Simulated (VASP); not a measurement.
# Ti2SiTe2 (P-6m2) in VASP: further runs

One crystal, Ti2SiTe2, is run at these levels: PBE, r2SCAN; tasks: relaxation of cell and atoms, single point.

Program: VASP 6.6.1. These are calculated values, not measurements. Logs are shortened: lines on timing, memory, paths and dates and some standing lists are left out, and cuts for length are marked.

### Step 1. The crystal as given

It takes space group P-6m2 (No. 187, hexagonal). The conventional cell has a = 3.738 Å, b = 3.738 Å, c = 10.048 Å, α = 90.00°, β = 90.00°, γ = 120.00°. Ti (site symmetry 3m) has 3 Si at 2.64 Å and 3 Te at 2.74 Å as nearest neighbours. Si (site symmetry -6m2) has 6 Ti at 2.64 Å as nearest neighbours. Around Te (site symmetry 3m) lie 3 Ti at 2.74 Å.

The cell was built by a generator and needn't be a form met in nature.

### Step 2. Relaxation of cell and atoms, PBE

The input, INCAR:

```
SYSTEM = Ti2SiTe2
ALGO = Normal
EDIFF = 1E-6
EDIFFG = -0.01
ENCUT = 520
GGA = PE
IBRION = 2
ISIF = 3
ISMEAR = 0
KPAR = 4
LASPH = .True.
LCHARG = .False.
LREAL = .False.
LWAVE = .False.
NELM = 120
NSW = 90
PREC = Accurate
SIGMA = 0.1
```

The input, KPOINTS:

```
k-points
0
Gamma
  10 10 4
  0 0 0
```

The input, POSCAR:

```
Ti2SiTe2
1.0
    3.7379121200      0.0000000000      0.0000000000
   -1.8689560600      3.2371268500      0.0000000000
    0.0000000000      0.0000000000     10.0480000000
Ti Si Te
2 1 2
Direct
    0.3333333300      0.6666666700      0.8487261100
    0.3333333300      0.6666666700      0.1512738900
    0.0000000000      0.0000000000      0.0000000000
    0.6666666700      0.3333333300      0.6803343900
    0.6666666700      0.3333333300      0.3196656100
```

Potentials or basis: VASP PAW PBE potentials, release 64 (Ti_sv, Si, Te).

Run with:

```bash
cat potpaw_PBE.64/Ti_sv/POTCAR potpaw_PBE.64/Si/POTCAR potpaw_PBE.64/Te/POTCAR > POTCAR
mpirun -np 4 vasp_std > vasp.out
```

OUTCAR:

```text
SYSTEM = Ti2SiTe2
   EDIFF = 1E-6
   EDIFFG = -0.01
   ENCUT = 520
   GGA = PE
   IBRION = 2
   ISIF = 3
   ISMEAR = 0
   LASPH = .True.
   LREAL = .False.
   NELM = 120
   NSW = 90
   PREC = Accurate

 ion  position               nearest neighbor table
   1  0.333  0.667  0.849-   3 2.64   3 2.64   3 2.64   4 2.74   4 2.74   4 2.74
   2  0.333  0.667  0.151-   3 2.64   3 2.64   3 2.64   5 2.74   5 2.74   5 2.74
   3  0.000  0.000  0.000-   1 2.64   2 2.64   1 2.64   2 2.64   1 2.64   2 2.64
   4  0.667  0.333  0.680-   1 2.74   1 2.74   1 2.74   5 3.62
   5  0.667  0.333  0.320-   2 2.74   2 2.74   2 2.74   4 3.62

  LATTYP: Found a hexagonal cell.
 ALAT       =     3.7379121200
 C/A-ratio  =     2.6881316835

  Lattice vectors:

 A1 = (   3.7379121200,   0.0000000000,   0.0000000000)
 A2 = (  -1.8689560600,   3.2371268500,   0.0000000000)
 A3 = (   0.0000000000,   0.0000000000,  10.0480000000)

Analysis of symmetry for initial positions (statically):
=====================================================================
 Subroutine PRICEL returns:
 Original cell was already a primitive cell.

 Routine SETGRP: Setting up the symmetry group for a
 hexagonal supercell.

 Subroutine GETGRP returns: Found 12 space group operations
 (whereof 12 operations were pure point group operations)
 out of a pool of 24 trial point group operations.

The static configuration has the point symmetry D_3h.

Analysis of symmetry for dynamics (positions and initial velocities):
=====================================================================
 Subroutine PRICEL returns:
 Original cell was already a primitive cell.

 Routine SETGRP: Setting up the symmetry group for a
 hexagonal supercell.

 Subroutine GETGRP returns: Found 12 space group operations
 (whereof 12 operations were pure point group operations)
 out of a pool of 24 trial point group operations.

The dynamic configuration has the point symmetry D_3h.

 Subroutine INISYM returns: Found 12 space group operations
 (whereof 12 operations are pure point group operations),
 and found     1 'primitive' translations

----------------------------------------------------------------------------------------

                                     Primitive cell

  volume of cell :     121.5818

  direct lattice vectors                    reciprocal lattice vectors
     3.737912120  0.000000000  0.000000000     0.267529029  0.154457957  0.000000000
    -1.868956060  3.237126850  0.000000000     0.000000000  0.308915914  0.000000000
     0.000000000  0.000000000 10.048000000     0.000000000  0.000000000  0.099522293

  length of vectors
     3.737912120  3.737912117 10.048000000     0.308915914  0.308915914  0.099522293

  position of ions in fractional coordinates (direct lattice)
     0.333333330  0.666666670  0.848726110
     0.333333330  0.666666670  0.151273890
     0.000000000  0.000000000  0.000000000
     0.666666670  0.333333330  0.680334390
     0.666666670  0.333333330  0.319665610

  ion indices of the primitive-cell ions
   primitive index   ion index
                 1           1
                 2           2
                 3           3
                 4           4
                 5           5

----------------------------------------------------------------------------------------

 KPOINTS: k-points

Automatic generation of k-mesh.
 Grid dimensions read from file:
 generate k-points for:   10   10    4

 Generating k-lattice:

  Cartesian coordinates                     Fractional coordinates (reciprocal lattice)
     0.026752903  0.015445796  0.000000000     0.100000000 -0.000000000  0.000000000
     0.000000000  0.030891591  0.000000000     0.000000000  0.100000000  0.000000000
     0.000000000  0.000000000  0.024880573     0.000000000  0.000000000  0.250000000

  Length of vectors
     0.030891591  0.030891591  0.024880573

  Shift w.r.t. Gamma in fractional coordinates (k-lattice)
     0.000000000  0.000000000  0.000000000

 Subroutine IBZKPT returns following result:
 ===========================================

 Found     42 irreducible k-points:

 Following reciprocal coordinates:
            Coordinates               Weight
  0.000000  0.000000  0.000000      1.000000
  0.100000 -0.000000  0.000000      6.000000
  0.200000 -0.000000  0.000000      6.000000
  0.300000 -0.000000  0.000000      6.000000
  0.400000 -0.000000  0.000000      6.000000
  0.500000  0.000000  0.000000      3.000000
[... 16 lines left out ...]
  0.300000  0.100000  0.250000     24.000000
  0.400000  0.100000  0.250000     24.000000
 [... further k-points ...]
   k-points           NKPTS =     42   k-points in BZ     NKDIM =     42   number of bands    NBANDS=     24
   number of dos      NEDOS =    301   number of ions     NIONS =      5
   total plane-waves  NPLWV =  62720
   dimension x,y,z NGX =    28 NGY =   28 NGZ =   80
   dimension x,y,z NGXF=    56 NGYF=   56 NGZF=  160
   ions per type =               2   1   2
   NGX,Y,Z   is equivalent  to a cutoff of  12.45, 12.45, 13.24 a.u.
   NGXF,Y,Z  is equivalent  to a cutoff of  24.91, 24.91, 26.47 a.u.
 SYSTEM =  Ti2SiTe2
   PREC   = accura    normal or accurate (medium, high low for compatibility)
   ISTART =      0    job   : 0-new  1-cont  2-samecut
   ICHARG =      2    charge: 1-file 2-atom 10-const
   ISPIN  =      1    spin polarized calculation?
   LNONCOLLINEAR =      F non collinear calculations
   LSORBIT =      F    spin-orbit coupling
   LASPH  =      T    aspherical Exc in radial PAW
   ENCUT  =  520.0 eV  38.22 Ry    6.18 a.u.   6.95  6.95 18.68*2*pi/ulx,y,z
   NELM   =    120;   NELMIN=  2; NELMDL= -5     # of ELM steps
   EDIFF  = 0.1E-05   stopping-criterion for ELM
   LREAL  =      F    real-space projection
   EDIFFG = -.1E-01   stopping-criterion for IOM
   NSW    =     90    number of steps for IOM
   IBRION =      2    ionic relax: 0-MD 1-quasi-New 2-CG
   NFREE  =      1    steps in history (QN), initial steepest desc. (CG)
   ISIF   =      3    stress and relaxation
   ISYM   =      2    0-nonsym 1-usesym 2-fastsym
   POTIM  = 0.5000    time-step for ionic-motion
   TEBEG  =    0.0;   TEEND  =   0.0 temperature during run
   PSTRESS=    0.0 pullay stress
   NELECT =      40.0000    total number of electrons
   NUPDOWN=      -1.0000    fix difference up-down
   EMIN   =  10.00;   EMAX   =-10.00  energy-range for DOS
   EFERMI =   0.00;   METHOD = LEGACY
   ISMEAR =     0;   SIGMA  =   0.10  broadening in eV -4-tet -1-fermi 0-gaus
   EFERMI_NEDOS =   21; number of points for ismear=-14 and -15
   IALGO  =     38    algorithm
   IMIX   =      4    mixing-type and parameters
     AMIX     =   0.40;   BMIX     =  1.00
     AMIX_MAG =   1.60;   BMIX_MAG =  1.00
  volume/ion in A,a.u.               =      24.32       164.09
  Fermi-wavevector in a.u.,A,eV,Ry     =   1.130157  2.135687 17.378100  1.277254
  Thomas-Fermi vector in A             =   2.266852
   LORBIT       =      0    0 simple, 1 ext, 2 COOP (PROOUT), +10 PAW based schemes
   GGA     = PE    functional components
   LHFCALC =     F    Hartree Fock is set to
   AEXX    =    0.0000 exact exchange contribution
   IVDW    =     0    specifies the selected vdW correction
   LEPSILON=     F    determine dielectric tensor
   LRPA    =     F    only Hartree local field effects (RPA)
 conjugate gradient relaxation of ions
 non-spin polarized calculation
 Gauss-broadening in eV      SIGMA  =   0.10
  energy-cutoff  :      520.00
  volume of cell :      121.58
 maximum number of plane-waves:      3298
 NGX is ok and might be reduce to    28
   NGX = 13   NGY = 13   NGZ = 37

--------------------------------------- Ionic step        1  -------------------------------------------

 number of electron      40.0000000 magnetization

 Free energy of the ion-electron system (eV)
  ---------------------------------------------------
  ext. energy  EPLUGINS =         0.00000000
  ---------------------------------------------------
  free energy    TOTEN  =       -30.11321340 eV

  energy without entropy =      -30.10746011  energy(sigma->0) =      -30.11033675

------------------------ aborting loop because EDIFF is reached ----------------------------------------

  FORCE on cell =-STRESS in cart. coord.  units (eV):
  Direction    XX          YY          ZZ          XY          YZ          ZX
  --------------------------------------------------------------------------------------
  -------------------------------------------------------------------------------------
  Total       -0.3198631     -0.3198631      0.7284621      0.0000000      0.0000000     -0.0000000
  in kB       -4.2150840     -4.2150840      9.5995109      0.0000000      0.0000000     -0.0000000
  external PRESSURE =       0.3897810 kB  Pullay stress =       0.0000000 kB
[... 98 lines left out ...]
  FREE ENERGIE OF THE ION-ELECTRON SYSTEM (eV)
  ---------------------------------------------------
  free  energy   TOTEN  =       -30.1249798159 eV

  energy  without entropy=      -30.1168488080  energy(sigma->0) =      -30.12091431

[... ionic steps 4 to 23 ...]

--------------------------------------- Ionic step       24  -------------------------------------------

 number of electron      39.9999999 magnetization

------------------------ aborting loop because EDIFF is reached ----------------------------------------

  FORCE on cell =-STRESS in cart. coord.  units (eV):
  Direction    XX          YY          ZZ          XY          YZ          ZX
  --------------------------------------------------------------------------------------
  -------------------------------------------------------------------------------------
  Total       -0.0617879     -0.0617879     -0.0532537      0.0000000      0.0000000      0.0000000
  in kB       -0.7975233     -0.7975233     -0.6873693      0.0000000      0.0000000      0.0000000
  external PRESSURE =      -0.7608053 kB  Pullay stress =       0.0000000 kB
[... 63 lines left out ...]
  energy  without entropy=      -30.1257832498  energy(sigma->0) =      -30.13023772

--------------------------------------- Ionic step       26  -------------------------------------------

 number of electron      40.0000000 magnetization

 Free energy of the ion-electron system (eV)
  ---------------------------------------------------
  ext. energy  EPLUGINS =         0.00000000
  ---------------------------------------------------
  free energy    TOTEN  =       -30.13474062 eV

  energy without entropy =      -30.12576422  energy(sigma->0) =      -30.13025242

 E-fermi :   6.1020     XC(G=0):  -9.6530

 val. band max:        6.0662956776   @ k =   0.5000   0.0000   0.5000
 cond. band min:       6.1422692309   @ k =   0.1000  -0.0000   0.2500
 fundamental gap:      0.0759735533
 Fermi energy:         6.1020233885

 k-point     1 :       0.0000    0.0000    0.0000
  band No.  band energies     occupation
      1     -51.0016      2.00000
      2     -50.9916      2.00000
      3     -27.2731      2.00000
      4     -27.2731      2.00000
      5     -27.2622      2.00000
      6     -27.2622      2.00000
[... 637 lines left out ...]
     23       7.6195      0.00000
     24       7.7316      0.00000

 [... further k-points ...]

------------------------ aborting loop because EDIFF is reached ----------------------------------------

  FORCE on cell =-STRESS in cart. coord.  units (eV):
  Direction    XX          YY          ZZ          XY          YZ          ZX
  --------------------------------------------------------------------------------------
  -------------------------------------------------------------------------------------
  Total       -0.0074972     -0.0074972     -0.0256396      0.0000000      0.0000000      0.0000000
  in kB       -0.0967499     -0.0967499     -0.3308722      0.0000000      0.0000000      0.0000000
  external PRESSURE =      -0.1747907 kB  Pullay stress =       0.0000000 kB
[... 20 lines left out ...]
  FREE ENERGIE OF THE ION-ELECTRON SYSTEM (eV)
  ---------------------------------------------------
  free  energy   TOTEN  =       -30.1347406188 eV

  energy  without entropy=      -30.1257642170  energy(sigma->0) =      -30.13025242

 reached required accuracy - stopping structural energy minimisation
```

Wall time 5.8 min (4 MPI ranks of Intel Xeon 6975P-C (Granite Rapids), shared host); peak memory 0.33 GiB.

What came out:

```yaml
Free_energy: -30.1347 eV
Relaxed_volume: 24.83 Å³/atom
Relaxed_cell: a = 3.693 Å, b = 3.693 Å, c = 10.511 Å, α = 90.00°, β = 90.00°, γ = 120.00°
Space_group_after_relaxing_to_0.05_Å: P-6m2 (No. 187)
Energy_gained_by_relaxing: 4.3 meV/atom
Ionic_steps: 26
Pressure_after_relaxing: 0.0 GPa
Largest_force_after_relaxing: 0.007 eV/Å
Band_gap_on_the_k_mesh: none (metal or under the smearing width)
```

Forces in eV/Å, atoms in the order of the input:
```
Ti   0.000  0.000  0.004
Ti   0.000  0.000 -0.004
Si   0.000  0.000  0.000
Te   0.000  0.000  0.007
Te   0.000  0.000 -0.007
```

Step by step:
```csv
step,energy change (eV),largest force (eV/Å),pressure (GPa),volume (Å³)
1,0.0000,0.0429,0.04,121.58
2,-0.0061,0.0609,-0.02,121.68
3,-0.0118,0.1007,-0.17,121.87
4,-0.0118,0.1066,-0.22,121.89
5,-0.0138,0.0606,0.42,121.10
6,-0.0138,0.0664,0.37,121.19
7,-0.0157,0.0699,0.28,121.54
8,-0.0172,0.1202,0.10,122.24
9,-0.0196,0.0779,0.00,122.90
10,-0.0208,0.0754,-0.19,124.43
11,-0.0210,0.0424,-0.18,124.05
12,-0.0210,0.0261,-0.15,123.87
13,-0.0210,0.0318,-0.15,123.93
14,-0.0212,0.0383,0.17,123.64
15,-0.0213,0.0359,0.09,123.75
16,-0.0213,0.0355,0.05,123.78
17,-0.0214,0.0042,0.04,123.84
18,-0.0214,0.0126,0.03,123.87
19,-0.0214,0.0149,-0.02,123.99
20,-0.0215,0.0200,-0.04,124.10
21,-0.0214,0.0293,-0.14,124.33
22,-0.0214,0.0235,-0.11,124.19
23,-0.0214,0.0218,-0.10,124.15
24,-0.0215,0.0207,-0.08,124.13
25,-0.0215,0.0172,-0.06,124.13
26,-0.0215,0.0069,-0.02,124.15
```

Final structure:
```yaml
crystal:
  lattice:
    - [3.69306, 0.00000, 0.00000]
    - [-1.84653, 3.19829, 0.00000]
    - [0.00000, 0.00000, 10.51131]
  atoms:
    - { symbol: Ti, position: [0.33333, 0.66667, 0.85323] }
    - { symbol: Ti, position: [0.33333, 0.66667, 0.14677] }
    - { symbol: Si, position: [0.00000, 0.00000, 0.00000] }
    - { symbol: Te, position: [0.66667, 0.33333, 0.68831] }
    - { symbol: Te, position: [0.66667, 0.33333, 0.31169] }
```

Levels at points of the mesh, in eV from the Fermi level:
```
           k point  band 16  band 17  band 18  band 19  band 20  band 21  band 22  band 23  band 24
(0.00, 0.00, 0.00)    -0.73    -0.73    -0.16     0.41     0.44     0.44     1.08     1.08     1.80
(0.50, 0.00, 0.00)    -2.00    -1.61    -1.33    -1.14    -0.57    -0.10     0.62     1.52     1.60
(0.00, 0.00, 0.50)    -0.80    -0.76    -0.76     0.39     0.44     0.44     1.08     1.08     1.91
(0.50, 0.00, 0.50)    -1.60    -1.58    -1.42    -1.21    -0.34    -0.04     0.49     1.52     1.60
```

Caveat: this functional lacks dispersion, which binds the layers, so the pressure and a relaxed spacing across them are unreliable. The run has no spin-orbit coupling, so splittings on Te are missing.

(Part 1 of 2 ends here.)
